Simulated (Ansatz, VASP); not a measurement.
**TiSiB (TiSiB in the AlB2 type): VASP beside Ansatz**

Aim: how closely do two programs agree when they are given the same cell, functional and k mesh? The cell is generated by rule, not measured, and may not be a known phase. The cell is taken from a series of runs on this material, whose earlier steps may have relaxed, scaled, displaced or heated it; both programs get it as it stands.

Program: Ansatz 0.2.0. Level of theory: plane waves, with VASP 6.6.1 beside it; relaxation of cell and atoms at PBE and zone-centre phonons at PBE. Results are calculated unless marked as measured.

The structure was built from a prototype and need not be the compound's stable phase.

## (1) The starting structure

It takes space group P-6m2 (No. 187, hexagonal). The conventional cell has a = 3.441 Å, b = 3.441 Å, c = 3.384 Å, α = 90.00°, β = 90.00°, γ = 120.00°. Nearest to Ti lie 6 B at 2.61 Å and 6 Si at 2.61 Å. Nearest to B lie 3 Si at 1.99 Å and 6 Ti at 2.61 Å. Nearest to Si lie 3 B at 1.99 Å and 6 Ti at 2.61 Å. Farther neighbours are not listed.

Structure file:

```cif
data_structure
_symmetry_space_group_name_H-M 'P 1'
_symmetry_Int_Tables_number 1
_cell_length_a 3.4412
_cell_length_b 3.4412
_cell_length_c 3.3843
_cell_angle_alpha 90.000
_cell_angle_beta 90.000
_cell_angle_gamma 120.000
_cell_volume 34.71
loop_
_atom_site_label
_atom_site_type_symbol
_atom_site_fract_x
_atom_site_fract_y
_atom_site_fract_z
_atom_site_occupancy
Ti1 Ti 0.00000 0.00000 0.00000 1
B2 B 0.33333 0.66667 0.50000 1
Si3 Si 0.66667 0.33333 0.50000 1
```

## (2) VASP: relaxation of cell and atoms, PBE, pair 1

The relaxed volume is the usual yardstick between codes: in a stiff, nearly cubic crystal its relative difference is about their pressure difference at one cell divided by the bulk modulus.

Lines of VASP's logs that name or quote its potential files are left out, and so is its time.

INCAR reads:

```
SYSTEM = TiSiB
PREC = Accurate
ENCUT = 500
EDIFF = 1E-07
NELM = 120
ISMEAR = 1
SIGMA = 0.2
LREAL = .FALSE.
ALGO = Normal
GGA = PE
NBANDS = 15
LASPH = .TRUE.
LORBIT = 11
LWAVE = .FALSE.
LCHARG = .FALSE.
ISIF = 3
IBRION = 2
NSW = 80
EDIFFG = -0.005
GGA_COMPAT = .FALSE.
NELMIN = 4
KPAR = 2
```

POSCAR reads:

```
TiSiB
1.0
    3.4412320000      0.0000030000      0.0000000000
   -1.7206190000      2.9801930000      0.0000000000
    0.0000000000      0.0000000000      3.3842850000
Ti B Si
1 1 1
Direct
    0.0000000000      0.0000000000      0.0000000000
    0.3333333333      0.6666666667      0.5000000000
    0.6666666667      0.3333333333      0.5000000000
```

KPOINTS reads:

```
Automatic mesh
0
Gamma
9 9 8
0 0 0
```

Potentials, in the order of the species: Ti_sv, B and Si (PBE family, release 64).

Launch:

```sh
mpirun -np 2 vasp_std
```

Numbers of over 12 decimals in the logs are rounded to 6 here.

Output:

```text
[banner, memory and clock lines left out]
running    2 mpi-ranks, on    1 nodes
 distrk:  each k-point on    1 cores,    2 groups
 distr:  one band on    1 cores,    1 groups

 POSCAR found type information on POSCAR TiB Si
 POSCAR found :  3 types and       3 ions
 LDA part: xc-table for (Slater+PW92), standard interpolation
 POSCAR, INCAR and KPOINTS ok, starting setup
 FFT: planning ... GRIDC
 FFT: planning ... GRID_SOFT
 FFT: planning ... GRID
 WAVECAR not read
 entering main loop
       N       E                     dE             d eps       ncg     rms          rms(c)
DAV:   1     0.129301258459E+03    0.12930E+03   -0.89878E+03  1800   0.130E+03
DAV:   2    -0.158550466305E+02   -0.14516E+03   -0.14205E+03  1919   0.353E+02
DAV:   3    -0.249033091260E+02   -0.90483E+01   -0.87494E+01  2830   0.793E+01
DAV:   4    -0.251123665343E+02   -0.20906E+00   -0.20870E+00  2093   0.119E+01
DAV:   5    -0.251196122639E+02   -0.72457E-02   -0.72450E-02  2788   0.200E+00    0.144E+01
DAV:   6    -0.216751983351E+02    0.34444E+01   -0.34242E+01  2618   0.488E+01    0.636E+00
DAV:   7    -0.211802871288E+02    0.49491E+00   -0.58552E+00  2243   0.232E+01    0.387E+00
DAV:   8    -0.211523136027E+02    0.27974E-01   -0.23567E-01  2098   0.417E+00    0.141E+00
DAV:   9    -0.211501547831E+02    0.21588E-02   -0.20004E-02  2587   0.142E+00    0.331E-01
DAV:  10    -0.211503958222E+02   -0.24104E-03   -0.78477E-04  2108   0.235E-01    0.191E-01
DAV:  11    -0.211504600301E+02   -0.64208E-04   -0.34574E-04  2493   0.157E-01    0.488E-02
DAV:  12    -0.211504654705E+02   -0.54404E-05   -0.21825E-05  1957   0.451E-02    0.103E-02
DAV:  13    -0.211504655536E+02   -0.83094E-07   -0.10649E-05  2467   0.234E-02    0.407E-03
DAV:  14    -0.211504655576E+02   -0.39952E-08   -0.97579E-07  2227   0.112E-02
   1 F= -.21150466E+02 E0= -.21150716E+02  d E =-.211505E+02
 curvature:   0.00 expect dE= 0.000E+00 dE for cont linesearch  0.000E+00
 trial: gam= 0.00000 g(F)=  0.255E-44 g(S)=  0.686E-05 ort = 0.000E+00 (trialstep = 0.100E+01)
 search vector abs. value=  0.686E-05
 bond charge predicted
       N       E                     dE             d eps       ncg     rms          rms(c)
DAV:   1    -0.211505140870E+02   -0.48533E-04   -0.11014E-03  2381   0.452E-01    0.623E-02
DAV:   2    -0.211504801392E+02    0.33948E-04   -0.41152E-04  2395   0.220E-01    0.202E-02
DAV:   3    -0.211504675478E+02    0.12591E-04   -0.64950E-05  2377   0.711E-02    0.900E-03
DAV:   4    -0.211504669274E+02    0.62039E-06   -0.92413E-06  2665   0.257E-02    0.341E-03
DAV:   5    -0.211504678096E+02   -0.88223E-06   -0.76978E-07  2451   0.692E-03    0.143E-03
DAV:   6    -0.211504681096E+02   -0.29999E-06   -0.36872E-07  2428   0.278E-03    0.113E-03
DAV:   7    -0.211504682972E+02   -0.18762E-06   -0.58695E-08  1180   0.217E-03    0.435E-04
DAV:   8    -0.211504682652E+02    0.32047E-07   -0.14557E-08   914   0.120E-03
   2 F= -.21150468E+02 E0= -.21150719E+02  d E =-.270758E-05
 trial-energy change:   -0.000003  1 .order   -0.000003   -0.000007    0.000002
 step:   0.8077(harm=  0.8077)  dis= 0.00000  next Energy=   -21.150468 (dE=-0.277E-05)
 reached required accuracy - stopping structural energy minimisation
```

Parts of OUTCAR (step 2):

```text
ion  position               nearest neighbor table
   1  0.000  0.000  0.000-   3 2.61   3 2.61   3 2.61   3 2.61   3 2.61   3 2.61
   2  0.333  0.667  0.500-   3 1.99   3 1.99   3 1.99
   3  0.667  0.333  0.500-   2 1.99   2 1.99   2 1.99   1 2.61   1 2.61   1 2.61   1 2.61   1 2.61
                             1 2.61

  LATTYP: Found a hexagonal cell.
 ALAT       =     3.4412320000
 C/A-ratio  =     0.9834515662

 Subroutine GETGRP returns: Found 12 space group operations
 (whereof 12 operations were pure point group operations)

The static configuration has the point symmetry D_3h.

 Found     60 irreducible k-points:

   k-points           NKPTS =     60   k-points in BZ     NKDIM =     60   number of bands    NBANDS=     15

   dimension x,y,z NGX =    28 NGY =   28 NGZ =   28
   dimension x,y,z NGXF=    56 NGYF=   56 NGZF=   56

   ENCUT  =  500.0 eV  36.75 Ry    6.06 a.u.   6.27  6.27  6.17*2*pi/ulx,y,z

   NELECT =      19.0000    total number of electrons

 k-points in reciprocal lattice and weights: Automatic mesh
   0.00000000  0.00000000  0.00000000       0.002
   0.11111111 -0.00000000  0.00000000       0.009
   0.22222222  0.00000000  0.00000000       0.009
   0.33333333 -0.00000000  0.00000000       0.009
   0.44444444  0.00000000  0.00000000       0.009
   0.11111111  0.11111111  0.00000000       0.009
   0.22222222  0.11111111  0.00000000       0.019
   0.33333333  0.11111111  0.00000000       0.019
   0.44444444  0.11111111  0.00000000       0.009
[...]
0.33333333  0.22222222  0.50000000       0.019
   0.33333333  0.33333333  0.50000000       0.003

 average (electrostatic) potential at core
       1 -70.6766       2 -22.7927       3 -79.2848

 E-fermi :  10.7421

 k-point     1 :       0.0000    0.0000    0.0000
  band No.  band energies     occupation
    ...
      5      -3.2765      2.00000
      6       6.9332      2.00000
      7       6.9332      2.00000
      8       8.1597      2.00000
      9       8.1602      2.00000
     10      11.4287     -0.00001
     11      11.4287     -0.00001
     12      12.1659     -0.00000
     13      12.1659     -0.00000
     14      12.6615     -0.00000
    ...

 k-point     2 :       0.1111   -0.0000    0.0000
  band No.  band energies     occupation
    ...
      5      -3.0815      2.00000
      6       6.1960      2.00000
      7       6.8556      2.00000
      8       8.0608      2.00000
      9       8.1836      2.00000
     10      11.3656     -0.00010
     11      11.6851     -0.00000
     12      11.7217     -0.00000
     13      11.9321     -0.00000
     14      13.2864     -0.00000
    ...

 k-point     3 :       0.2222    0.0000    0.0000
  band No.  band energies     occupation
    ...
      5      -2.5086      2.00000
      6       4.6332      2.00000
      7       6.6581      2.00000
      8       7.8722      2.00000
      9       8.1106      2.00000
     10      11.2119     -0.00442
     11      11.3251     -0.00030
     12      11.7515     -0.00000
     13      12.2388     -0.00000
     14      13.9834     -0.00000
    ...

  Total        0.0103795      0.0103795     -0.0002446     -0.0000000      0.0000000      0.0000000
  in kB        0.4793650      0.4793651     -0.0112973     -0.0000001      0.0000000      0.0000000
  external PRESSURE =       0.3158109 kB  Pullay stress =       0.0000000 kB

  energy-cutoff  :      500.00
  volume of cell :       34.69
      direct lattice vectors                 reciprocal lattice vectors
     3.440948786  0.000003000 -0.000000000     0.290617373  0.167788386  0.000000000
    -1.720477393  2.979947729 -0.000000000    -0.000000293  0.335576187 -0.000000000
    -0.000000000  0.000000000  3.383232453     0.000000000  0.000000000  0.295575316

 POSITION                                       TOTAL-FORCE (eV/Angst)
 -----------------------------------------------------------------------------------
      1.72047      2.97995     -0.00000        -0.000000     -0.000000     -0.000000
     -0.00000      1.98663      1.69162        -0.000000      0.000000      0.000000
      1.72047      0.99332      1.69162         0.000000      0.000000      0.000000
 -----------------------------------------------------------------------------------
    total drift:                               -0.000000     -0.000000      0.000000

  FREE ENERGIE OF THE ION-ELECTRON SYSTEM (eV)
  ---------------------------------------------------
  free  energy   TOTEN  =       -21.1504682652 eV

  energy  without entropy=      -21.1512190971  energy(sigma->0) =      -21.15071854

 reached required accuracy - stopping structural energy minimisation

 total charge
# of ion       s       p       d       tot
------------------------------------------
    1        2.137   6.119   2.083  10.339
    2        0.654   1.229   0.000   1.883
    3        0.719   1.058   0.000   1.777
--------------------------------------------------
tot          3.510   8.406   2.083  13.999

[... 3 further parts left out ...]
```

CONTCAR:

```
TiSiB
   1.00000000000000
     3.4409487858670289    0.0000029997912950   -0.0000000000000000
    -1.7204773926535355    2.9799477294290875   -0.0000000000000000
    -0.0000000000000000    0.0000000000000000    3.3832324527613440
  Ti              B               Si
     1     1     1
Direct
     1.0000000000000000    1.0000000000000000    0.0000000000000000
     0.3333333332999970    0.6666666667000030    0.5000000000000000
     0.6666666667000030    0.3333333332999970    0.5000000000000000
```

The run keeps the 12 symmetry operations of its start, so it cannot find a distortion of lower symmetry.

## (3) Ansatz: relaxation of cell and atoms, PBE, pair 1

Ansatz runs on its PAW soft_1 files.

The same cell, functional, mesh and smearing now go to Ansatz, which takes its cutoff from its data sets.

input.yaml reads:

```yaml
crystal:
  lattice:
    - [3.4412323245, 2.7127e-06, 0.0]
    - [-1.7206185116, 2.980193257, 0.0]
    - [0.0, 0.0, 3.3842851491]
  atoms:
    - { symbol: Ti, position: [0.0, 0.0, 0.0] }
    - { symbol: B, position: [0.3333333333, 0.6666666667, 0.5] }
    - { symbol: Si, position: [0.6666666667, 0.3333333333, 0.5] }
kpoints:
  mp_grid: { grid: [9, 9, 8] }
hamiltonian:
  xc: pbe
  pseudopotentials: { kind: paw, azcp: { folder: soft_1 } }
scf:
  occupations: { method: methfessel_paxton, width: 0.2 }
output:
  forces: true
  stress: true
  eigenvalues: true
relax:
  adjacent_minimum: "off"
  f_tol: 0.001
  max_steps: 60
  cell: { stress_tol: 0.01 }
```

Launch:

```sh
ansatz run input.yaml --threads 4 --pin off --max-ram 12288MiB --backend cpu --events-out ev --progress --plain --runs-dir out
```

Output:

```text
Engine: ansatz 0.2.0, aarch64-unknown-linux-gnu
Pseudopotentials: kind: paw
Pseudopotential: Ti, paw, valence charge 12, recommended cutoff 420 eV (normal), soft_1/Ti.paw.azcp
Pseudopotential: B, paw, valence charge 3, recommended cutoff 420 eV (normal), soft_1/B.paw.azcp
Pseudopotential: Si, paw, valence charge 4, recommended cutoff 420 eV (normal), soft_1/Si.paw.azcp
Functional definition: PBE
  parameter kappa = 0.804
  parameter beta = 0.066725
  exchange = pbe_x(kappa = kappa, mu = beta*pi^2/3)
  correlation = pbe_c(beta = beta)
Crystal: 3 atoms, lattice volume = 34.708 Å³
Basis set: ecut = 420 eV, 671 PW (Γ), exchange–correlation on 48×48×48 points (8 copies of the dense FFT grid, shifted against one another)
Bands: 14, of which v1, the nominal top of the filled ones, is band 10 counted from 1 (9 counted from 0)
Symmetry: 12 space group operations
Space group: P-6m2 (ITA 187), of the structure as read, at distance tolerance 3.3e-5 Å
k-points: 60 of 648 (time reversal used)
Non-local potential: Ti, projectors of the file, l = 0: 3, l = 1: 2, l = 2: 3, l = 3: 1
Non-local potential: B, projectors of the file, l = 0: 2, l = 1: 2, l = 2: 1
Non-local potential: Si, projectors of the file, l = 0: 2, l = 1: 2, l = 2: 1
PAW form: soft (Blöchl's): semilocal exchange-correlation on the pseudo side does not see the compensation charge
PAW one-centre angular grid: Ti, 590 points (default); XC on 64 Gauss nodes
PAW one-centre angular grid: B, 110 points (default); XC on 64 Gauss nodes
PAW one-centre angular grid: Si, 110 points (default); XC on 64 Gauss nodes
Initial density: superposition of atomic densities (chi_scale 0.1, normalization cell, long waves kept (reshape's long-wave potential 0.00 eV rms))
Initial wavefunctions: pseudopotential atomic-orbital guess
Functional: x = pbe(κ = 0.804, μ = 0.219515), c = pbe(β = 0.066725)
SCF iter   1: F=—  HF=-3293.089658 eV  |F-HF|=—  |Δ(HF+E_count)|=         —  Δρ=6.42e-2  dr2=2.20e0  ethr=3.10e-3  ⟨swp⟩=5.0  Hψ=4643  notcnv=0
preconditioner: auto → none  [metal: Δε(μ)=0.014 eV  Ē_g=8.006 eV  σ=0.200 eV  W_gap=0.06  n_scr=8 (ndim 8)  ℏωp=20.9 eV  f_vac=0.000  D(μ)=1.87/eV (n_scr^D=20)  sad-step TF]
SCF iter   2: F=—  HF=-3292.812162 eV  |F-HF|=—  |Δ(HF+E_count)|=   2.77e-1  S|Δr|=    0.00e0  Δρ=4.36e-2  dr2=1.06e0  ethr=3.10e-3  ⟨swp⟩=1.8  Hψ=1387  notcnv=0  defer=1
SCF iter   3: F=—  HF=-3292.584345 eV  |F-HF|=—  |Δ(HF+E_count)|=   2.28e-1  S|Δr|=    0.00e0  Δρ=5.07e-3  dr2=7.98e-3  ethr=3.10e-3  ⟨swp⟩=2.1  Hψ=1405  notcnv=0  defer=1
SCF iter   4: F=—  HF=-3292.582167 eV  |F-HF|=—  |Δ(HF+E_count)|=   2.18e-3  S|Δr|=    0.00e0  Δρ=1.12e-3  dr2=4.38e-4  ethr=4.20e-5  ⟨swp⟩=2.4  Hψ=1713  notcnv=0  defer=5
SCF iter   5: F=—  HF=-3292.582096 eV  |F-HF|=—  |Δ(HF+E_count)|=   7.11e-5  S|Δr|=    0.00e0  Δρ=2.57e-4  dr2=2.06e-5  ethr=2.31e-6  ⟨swp⟩=2.0  Hψ=1130  notcnv=0  defer=5
SCF iter   6: F=—  HF=-3292.582073 eV  |F-HF|=—  |Δ(HF+E_count)|=   2.34e-5  S|Δr|=    0.00e0  Δρ=3.47e-5  dr2=2.80e-7  ethr=1.08e-7  ⟨swp⟩=2.0  Hψ=1154  notcnv=0  defer=5
SCF iter   7: F=-3292.582073 eV  HF=-3292.582073 eV  |F-HF|=8.55e-9  |Δ(HF+E_count)|=   3.33e-8  S|Δr|=    0.00e0  Δρ=5.94e-6  dr2=1.15e-8  ethr=5.26e-10  ⟨swp⟩=5.5  Hψ=3792  notcnv=0
SCF 1 converged in 7 iterations: F = -3292.582073 eV  dr2 = 1.15e-8
  greatest PAW one-centre occupation: 0.999 electrons in one spin orbital (limit 2), on the Ti atom at site 0 (counted from 0), in its partial waves of l = 0
relax step   1: F+E_penalty+E_count = -3292.58207302 eV  Δ(F+E_penalty+E_count) = +0.000e0 eV  max|allowed force component| = 1.203e-16 eV/Å  Δτ_max = 0.0000 Å  P = -0.024 GPa  Ω = 34.708 Å³  (7 SCF iters, dr2 threshold 1.00e-7 eV, accepted)
[...]
relax step   2: F+E_penalty+E_count = -3292.58208814 eV  Δ(F+E_penalty+E_count) = -1.512e-5 eV  max|allowed force component| = 1.018e-16 eV/Å  Δτ_max = 0.0000 Å  P = +0.013 GPa  Ω = 34.694 Å³  energy of the carried Pulay correction = +7.024e-6 eV  (3 SCF iters, dr2 threshold 3.43e-8 eV, accepted)
[...]
relax step   3: F+E_penalty+E_count = -3292.58208747 eV  Δ(F+E_penalty+E_count) = +6.752e-7 eV  max|allowed force component| = 1.049e-16 eV/Å  Δτ_max = 0.0000 Å  P = +0.003 GPa  Ω = 34.696 Å³  energy of the carried Pulay correction = +6.245e-6 eV  (3 SCF iters, dr2 threshold 6.94e-10 eV, accepted)
[...]
relax step   4: F+E_penalty+E_count = -3292.58208209 eV  Δ(F+E_penalty+E_count) = +5.378e-6 eV  max|allowed force component| = 1.203e-16 eV/Å  Δτ_max = 0.0000 Å  P = +0.003 GPa  Ω = 34.696 Å³  stress off target by 4.02e-3 GPa  SCF on the basis re-selected at this cell (its energy is not comparable with the rows above)  (6 SCF iters)
basis re-selected at this cell: Δ(F+E_penalty+E_count) = +5.378e-6 eV, ΔP = -0.000 GPa vs the last step (what re-selecting the basis moved, of the pressure what is left beyond the Pulay correction that the steps carried, after the strain that the cell walked since its last selection, with what the two solves' SCF thresholds leave and, on support functions, any second-order correction that the steps lacked; it is no m [...]
SCF converged after 6 iterations
Stability not checked: this state was not tested for a lower state beside it, because cold or Methfessel-Paxton smearing, or corrected tetrahedra, fill the levels in a way that the test cannot read (fill_not_monotonic; see scf.lower_state_search)
Free energy (F): -3292.582082 eV
Harris-Foulkes:  -3292.582082 eV  (|F-HF|=9.09e-13)
Internal energy: -3292.582847 eV  (E = F + TS)
E sigma→0 (E₀):  -3292.582273 eV
Entropy (-TS):   0.000765 eV (0.255 meV/atom)
Fermi energy:    14.076422 eV
--- Per-component energies (eV) ---
  E_band       = -112.122811
  E_kinetic    = 375.894525
  E_local      = -977.148720  (includes V_loc(G=0)·N_el)
  E_nonlocal   = 92.310510
  E_hartree    = 405.048255
  E_xc         = -207.841599
  E_vxc        = -235.182969  (∫ρ·V_xc dr)
  E_paw        = -1632.347590  (= ΣΔE_a)
  E_vpaw       = -178.092628  (= ΣTr[D̂ρ^β])
  E_aug_tail   = -0.000037  (compensation charges beyond the density's cutoff)
  E_ewald      = -1348.498190
  E_smearing   = 0.000765  (= −TS)
  E_closure    = 0.000000  (closes the sum)
  Σ components = -3292.582082   (vs F -3292.582082, Δ=0.00e0)
--- Forces (eV/Å), atoms counted from 1 ---
  atom   1  Ti     0.00000000     0.00000000     0.00000000
  atom   2  B     -0.00000000    -0.00000000    -0.00000000
  atom   3  Si     0.00000000     0.00000000    -0.00000000
  max |Σ_I F_I| component: 8.33e-17 eV/Å
--- Stress (GPa, compression-positive) ---
        0.004015       0.000000       0.000000
       -0.000000       0.004015      -0.000000
        0.000000      -0.000000       0.001290
  P = ⅓ Tr σ = 0.0031 GPa (0.031 kbar)
--- Band table (eV; the first three rows and the last of 60) ---
  k-point 0: bands = [... 6 lower, 10.2606, 11.4935, 11.4970, 14.7643, 14.7643, 15.5011, 15.5011, 15.9851]
  k-point 1: bands = [... 6 lower, 10.3979, 10.3979, 12.8584, 13.9884, 13.9884, 15.7927, 15.7927, 16.1538]
  k-point 2: bands = [... 6 lower, 10.7856, 10.7856, 13.1447, 13.1447, 13.9851, 15.1768, 15.1768, 16.6186]
  k-point 59: bands = [... 6 lower, 7.7077, 9.7554, 10.1340, 15.5664, 15.9643, 16.2334, 16.3666, 16.6465]
--- Relaxed structure (3 steps of the walk, 3 accepted, 1 SCFs on fresh bases) ---
  F+E_penalty+E_count = -3292.58208209 eV   max|allowed force component| = 1.203e-16 eV/Å   (the final SCF, on the basis selected at the relaxed cell)
  cell:  # Å, volume = 34.6957 Å³
    - [3.441659, 2.7130841873358916e-6, 0]
    - [-1.720832, 2.980563, 0]
    - [0, 0, 3.382274]
  atoms:
    - { symbol: Ti, position: [0, 0, 0] }
    - { symbol: B, position: [0.333333, 0.666667, 0.500000] }
    - { symbol: Si, position: [0.666667, 0.333333, 0.500000] }
```

Reading the cycles: dr2 is the Hartree energy of the density residual (eV), the measure of convergence; HF is the Harris–Foulkes estimate of the energy, which meets the free energy F at convergence.

## (4) Side by side

Known differences besides the potentials themselves: the cutoff is 420 eV in Ansatz and 500 eV in VASP; Ansatz adds a Pulay correction to the stress that steers its cell, VASP none. Total energies have different zeros and are not compared.

Both answers:

```csv
quantity,Ansatz,VASP,difference
volume (Å³),34.70,34.69,+0.01 %
"edge a after relaxation, in the typed setting (Å)",3.442,3.441,+0.02 %
"edge c after relaxation, in the typed setting (Å)",3.382,3.383,-0.03 %
```

[end of part 1 of 2]

[Lines on the potential files, build, host, timing and source positions are cut from VASP's logs without a mark.]

[Logs are printed without paths, hosts, clocks, repeated set-up lines and the standing remarks that a program may print on its own settings, such as how far it seeks lower states.]

[Hosts, paths, dates, database ids (printed as entryN), source tags and the programs' standing remarks are cut or masked in the printed files.]
